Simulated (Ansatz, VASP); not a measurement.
# Zr2CF2 (Zr2CF2 MXene, 1 layer): VASP beside Ansatz, part 2 of 2

Aim: how closely do two programs agree when they are given the same cell, functional and k mesh? The structure shown is the end of the Ansatz relaxation below.

VASP 6.6.1 and Ansatz 0.2.0.

So far: Set-up; Ansatz: relaxation, PBE.

### Step 3. VASP: single point, PBE

Level of this step: PBE; plane waves and PAW (F, Zr_sv, C) (VASP).

The same cell, functional, mesh and smearing now go to VASP, with its own data sets.

Lines of VASP's logs that name or quote its potential files are left out, and so is its time.

File INCAR:

```
SYSTEM = Zr2CF2
PREC = Accurate
ENCUT = 600
EDIFF = 1E-06
NELM = 120
ISMEAR = -1
SIGMA = 0.05
LREAL = .FALSE.
ALGO = Normal
GGA = PE
NBANDS = 27
LASPH = .TRUE.
LORBIT = 11
LWAVE = .FALSE.
LCHARG = .FALSE.
ISIF = 2
LDIPOL = .TRUE.
IDIPOL = 3
DIPOL = 0.5 0.5 0.5
LVHAR = .TRUE.
GGA_COMPAT = .FALSE.
NELMDL = -8
KPAR = 2
```

File POSCAR:

```
Zr2CF2
1.0
    3.3034499689      0.0000000000      0.0000000000
   -1.6517249844      2.8608715932      0.0000000000
    0.0000000000      0.0000000000     19.5906824036
F Zr C
2 2 1
Direct
    0.3333333333      0.6666666667      0.3691798438
    0.6666666667      0.3333333333      0.6308201562
    0.6666666667      0.3333333333      0.4371627282
    0.3333333333      0.6666666667      0.5628372718
    0.0000000000      0.0000000000      0.5000000000
```

File KPOINTS:

```
Automatic mesh
0
Gamma
12 12 1
0 0 0
```

PAW data sets: F, Zr_sv and C (PBE family, release 64).

The run is started by

```bash
$ mpirun -np 2 vasp_std
```

Numbers of over 12 decimals in the logs are rounded to 6 here.

The log of the run:

```text
[banner, memory and clock lines left out]
running    2 mpi-ranks, on    1 nodes
 distrk:  each k-point on    1 cores,    2 groups
 distr:  one band on    1 cores,    1 groups

 POSCAR found type information on POSCAR F ZrC
 POSCAR found :  3 types and       5 ions
 LDA part: xc-table for (Slater+PW92), standard interpolation
 POSCAR, INCAR and KPOINTS ok, starting setup
 FFT: planning ... GRIDC
 FFT: planning ... GRID_SOFT
 FFT: planning ... GRID
 WAVECAR not read
 entering main loop
       N       E                     dE             d eps       ncg     rms          rms(c)
DAV:   1     0.483974577644E+03    0.48397E+03   -0.22937E+04  1114   0.152E+03
DAV:   2    -0.229266741106E+01   -0.48627E+03   -0.47845E+03  1270   0.413E+02
DAV:   3    -0.456254998698E+02   -0.43333E+02   -0.42771E+02  1505   0.117E+02
DAV:   4    -0.487306306516E+02   -0.31051E+01   -0.30971E+01  1812   0.270E+01
DAV:   5    -0.488455340123E+02   -0.11490E+00   -0.11489E+00  1540   0.393E+00
DAV:   6    -0.488485428734E+02   -0.30089E-02   -0.30088E-02  1556   0.643E-01
DAV:   7    -0.488487188087E+02   -0.17594E-03   -0.17593E-03  1564   0.106E-01
DAV:   8    -0.488487222998E+02   -0.34912E-05   -0.34910E-05  1428   0.189E-02    0.286E+01
DAV:   9    -0.412600961147E+02    0.75886E+01   -0.45751E+01  1150   0.348E+01    0.103E+01
DAV:  10    -0.412685794254E+02   -0.84833E-02   -0.26595E+00  1515   0.953E+00    0.479E+00
DAV:  11    -0.412271264317E+02    0.41453E-01   -0.27495E-01  1334   0.271E+00    0.764E-01
DAV:  12    -0.412156186936E+02    0.11508E-01   -0.84368E-02  1396   0.108E+00    0.396E-01
DAV:  13    -0.412108615240E+02    0.47572E-02   -0.73895E-03  1409   0.586E-01    0.152E-01
DAV:  14    -0.412082650303E+02    0.25965E-02   -0.47921E-03  1513   0.402E-01    0.103E-01
[...]
DAV:  18    -0.412093302927E+02   -0.13763E-03   -0.44637E-05  1339   0.266E-02    0.832E-03
DAV:  19    -0.412094626926E+02   -0.13240E-03   -0.41155E-05  1155   0.258E-02    0.822E-03
DAV:  20    -0.412095255236E+02   -0.62831E-04   -0.14114E-05  1123   0.161E-02    0.274E-03
DAV:  21    -0.412095649520E+02   -0.39428E-04   -0.20433E-06  1086   0.553E-03    0.147E-03
DAV:  22    -0.412096113435E+02   -0.46392E-04   -0.29617E-06  1206   0.515E-03    0.105E-03
DAV:  23    -0.412096201455E+02   -0.88020E-05   -0.19250E-07  1017   0.210E-03    0.698E-04
DAV:  24    -0.412096247017E+02   -0.45562E-05   -0.11744E-07   896   0.131E-03    0.247E-04
DAV:  25    -0.412096255189E+02   -0.81723E-06   -0.34263E-08   888   0.680E-04
   1 F= -.41209626E+02 E0= -.41203714E+02  d E =-.118227E-01
```

From OUTCAR (step 3):

```text
ion  position               nearest neighbor table
   1  0.333  0.667  0.369-   3 2.33   3 2.33   3 2.33
   2  0.667  0.333  0.631-   4 2.33   4 2.33   4 2.33
   3  0.667  0.333  0.437-   5 2.27   5 2.27   5 2.27   1 2.33   1 2.33   1 2.33   4 3.11   4 3.11
                             4 3.11
   4  0.333  0.667  0.563-   5 2.27   5 2.27   5 2.27   2 2.33   2 2.33   2 2.33   3 3.11   3 3.11
                             3 3.11
   5  0.000  0.000  0.500-   3 2.27   4 2.27   4 2.27   3 2.27   3 2.27   4 2.27

  LATTYP: Found a hexagonal cell.
 ALAT       =     3.3034499689
 C/A-ratio  =     5.9303705484

 Subroutine GETGRP returns: Found 12 space group operations
 (whereof 12 operations were pure point group operations)

The static configuration has the point symmetry D_3d.

 Found     19 irreducible k-points:

   k-points           NKPTS =     19   k-points in BZ     NKDIM =     19   number of bands    NBANDS=     27

   dimension x,y,z NGX =    28 NGY =   28 NGZ =  160
   dimension x,y,z NGXF=    56 NGYF=   56 NGZF=  320

   ENCUT  =  600.0 eV  44.10 Ry    6.64 a.u.   6.60  6.60 39.13*2*pi/ulx,y,z

   NELECT =      42.0000    total number of electrons

 k-points in reciprocal lattice and weights: Automatic mesh
   0.00000000  0.00000000  0.00000000       0.007
   0.08333333 -0.00000000  0.00000000       0.042
   0.16666667 -0.00000000  0.00000000       0.042
   0.25000000 -0.00000000  0.00000000       0.042
   0.33333333 -0.00000000  0.00000000       0.042
   0.41666667 -0.00000000  0.00000000       0.042
   0.50000000 -0.00000000  0.00000000       0.021
   0.08333333  0.08333333  0.00000000       0.042
   0.16666667  0.08333333  0.00000000       0.083
[...]
0.33333333  0.25000000  0.00000000       0.083
   0.33333333  0.33333333  0.00000000       0.014

 dipolmoment           0.000000      0.000000      0.000000 electrons x Angstroem

 average (electrostatic) potential at core
       1 -81.2564       2 -81.2564       3 -83.7969       4 -83.7969       5 -53.9377

 E-fermi :   0.5000

 k-point     1 :       0.0000    0.0000    0.0000
  band No.  band energies     occupation
    ...
     16      -6.3564      2.00000
     17      -6.3445      2.00000
     18      -3.7549      2.00000
     19      -2.5614      2.00000
     20      -2.5614      2.00000
     21       0.6645      0.07181
     22       0.6645      0.07181
     23       0.9532      0.00023
     24       2.3735      0.00000
     25       2.7443      0.00000
    ...

 k-point     2 :       0.0833   -0.0000    0.0000
  band No.  band energies     occupation
    ...
     17      -6.2116      2.00000
     18      -3.6855      2.00000
     19      -2.7489      2.00000
     20      -2.5777      2.00000
     21       0.4193      1.66790
     22       0.8102      0.00403
     23       1.0123      0.00007
     24       2.5261      0.00000
     25       2.6500      0.00000
     26       2.9260      0.00000
    ...

 k-point     3 :       0.1667   -0.0000    0.0000
  band No.  band energies     occupation
    ...
     17      -6.1808      2.00000
     18      -3.5258      2.00000
     19      -3.1329      2.00000
     20      -2.6035      2.00000
     21      -0.1235      1.99999
     22       1.2262      0.00000
     23       1.2265      0.00000
     24       2.5004      0.00000
     25       2.5898      0.00000
     26       3.1206      0.00000
    ...

  Total        0.0426452      0.0426452     -0.0395843      0.0000000      0.0000000      0.0000000
  in kB        0.3690329      0.3690329     -0.3425451      0.0000000      0.0000000      0.0000000
  external PRESSURE =       0.1318402 kB  Pullay stress =       0.0000000 kB

  energy-cutoff  :      600.00
  volume of cell :      185.15
      direct lattice vectors                 reciprocal lattice vectors
     3.303449969  0.000000000  0.000000000     0.302713832  0.174771913  0.000000000
    -1.651724984  2.860871593  0.000000000     0.000000000  0.349543825  0.000000000
     0.000000000  0.000000000 19.590682404     0.000000000  0.000000000  0.051044674

 POSITION                                       TOTAL-FORCE (eV/Angst)
 -----------------------------------------------------------------------------------
     -0.00000      1.90725      7.23249        -0.000000      0.000000     -0.016729
      1.65172      0.95362     12.35820         0.000000     -0.000000      0.016729
      1.65172      0.95362      8.56432        -0.000000      0.000000     -0.003757
     -0.00000      1.90725     11.02637         0.000000     -0.000000      0.003757
      0.00000      0.00000      9.79534        -0.000000      0.000000      0.000000
 -----------------------------------------------------------------------------------
    total drift:                                0.000000     -0.000000     -0.000000

  FREE ENERGIE OF THE ION-ELECTRON SYSTEM (eV)
  ---------------------------------------------------
  free  energy   TOTEN  =       -41.2096255189 eV

  energy  without entropy=      -41.1978028293  energy(sigma->0) =      -41.20371417

 vacuum level on the upper side and lower side of the slab         4.511         4.511

 total charge
# of ion       s       p       d       tot
------------------------------------------
    1        1.732   4.349   0.000   6.081
    2        1.732   4.349   0.000   6.081
    3        2.162   6.007   1.677   9.846
    4        2.162   6.007   1.677   9.846
    5        0.875   1.548   0.000   2.423
--------------------------------------------------
tot          8.662  22.261   3.354  34.277

[... 3 further parts left out ...]
```

### Step 4. Comparison

Known differences besides the potentials themselves: the cutoff is 420 eV in Ansatz and 600 eV in VASP; Ansatz's pressure holds a Pulay correction, VASP's none. Total energies have different zeros and are not compared.

Both answers:

```tsv
quantity	Ansatz	VASP	difference
pressure (GPa)	0.01	0.01	0.00
work function, lower of the two faces (eV)	3.98	4.01	-0.03
work function, higher of the two faces (eV)	3.98	4.01	-0.03
```

At this near-relaxed geometry the largest component of a force difference is 16 meV/Å. With vacuum in the cell, a pressure given here is an average over mostly empty space and none of the material.

### Step 5. What came out

```
difference in work function, lower of the two faces (single point, PBE) : -0.029 eV
r.m.s. force difference (single point, PBE)                             : 6.0 meV/Å
```

The r.m.s. force difference is 6.0 meV/Å (single point, PBE), within the 12 meV/Å picked in this series as the mark of a large difference. Such differences can come from data sets, numerical settings and the points named under the comparisons, not from the functional's error against experiment.

[Lines on the potential files, build, host, timing and source positions are cut from VASP's logs without a mark.]

[Logs are printed without paths, hosts, clocks, repeated set-up lines and the standing remarks that a program may print on its own settings, such as how far it seeks lower states.]

[Hosts, paths, dates, database ids (printed as entryN), source tags and the programs' standing remarks are cut or masked in the printed files.]
